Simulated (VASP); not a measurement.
Here is the system:

```yaml
crystal:
  lattice:
    - [0.00000, 3.10000, 3.10000]
    - [3.10000, 0.00000, 3.10000]
    - [3.10000, 3.10000, 0.00000]
  atoms:
    - { symbol: Ba, position: [0.00000, 0.00000, 0.00000] }
    - { symbol: F, position: [0.25000, 0.25000, 0.25000] }
    - { symbol: F, position: [0.75000, 0.75000, 0.75000] }
```

Level of theory: PBE GGA, VASP's PBE PAW potentials (set 64) (plane waves; VASP). Run with 520 eV cut-off, 7×7×7 Γ-centred mesh, Gaussian smearing of 0.050 eV, potentials Ba_sv F.

Q: Give the stress tensor in GPa (positive for a compressed cell).

A: 
```
2.38  0.00  0.00
0.00  2.38  0.00
0.00  0.00  2.38
```
The pressure is its mean diagonal, 2.38 GPa.

The compound is BaF2 in the fluorite structure. The cell was not relaxed at this level.
